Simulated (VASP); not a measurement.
OSZICAR of a VASP run on ZrC (rock salt):

### OSZICAR
```
       N       E                     dE             d eps       ncg     rms          rms(c)
DAV:   1     0.108166161061E+03    0.10817E+03   -0.90260E+03  2024   0.135E+03
DAV:   2    -0.174626573966E+02   -0.12563E+03   -0.11779E+03  2388   0.336E+02
DAV:   3    -0.229256031267E+02   -0.54629E+01   -0.53487E+01  2916   0.624E+01
DAV:   4    -0.231359982836E+02   -0.21040E+00   -0.21017E+00  2624   0.118E+01
DAV:   5    -0.231417229994E+02   -0.57247E-02   -0.57244E-02  2864   0.159E+00    0.240E+01
DAV:   6    -0.201867514031E+02    0.29550E+01   -0.13449E+01  2268   0.268E+01    0.976E+00
DAV:   7    -0.200925226598E+02    0.94229E-01   -0.55039E-01  2348   0.615E+00    0.678E+00
DAV:   8    -0.200800687386E+02    0.12454E-01   -0.11624E-01  2180   0.319E+00    0.131E+00
DAV:   9    -0.200772264361E+02    0.28423E-02   -0.24443E-02  2440   0.104E+00    0.483E-01
DAV:  10    -0.200773214393E+02   -0.95003E-04   -0.18307E-03  2368   0.540E-01    0.307E-01
DAV:  11    -0.200771863469E+02    0.13509E-03   -0.51931E-04  2264   0.179E-01    0.210E-02
DAV:  12    -0.200771858222E+02    0.52466E-06   -0.75564E-06  2800   0.334E-02    0.973E-03
DAV:  13    -0.200771858133E+02    0.89858E-08   -0.22767E-07  1992   0.482E-03
   1 F= -.20077186E+02 E0= -.20077132E+02  d E =-.162891E-03
```

**Question.** Which electronic solver shows in the log?

**Answer.** It is blocked Davidson (ALGO = Normal, or the opening steps of other solvers). The INCAR had ALGO = Normal.

**Question.** Can the final energy be trusted as converged?

**Answer.** The run converged. It stopped with EDIFF = 1E-7, NELM = 100 (AM05 GGA, plane waves, VASP's PBE PAW potentials (set 64)).

The compound is ZrC in the rock salt structure. This cell is one point of a volume scan, at 0.97 of the reference volume.
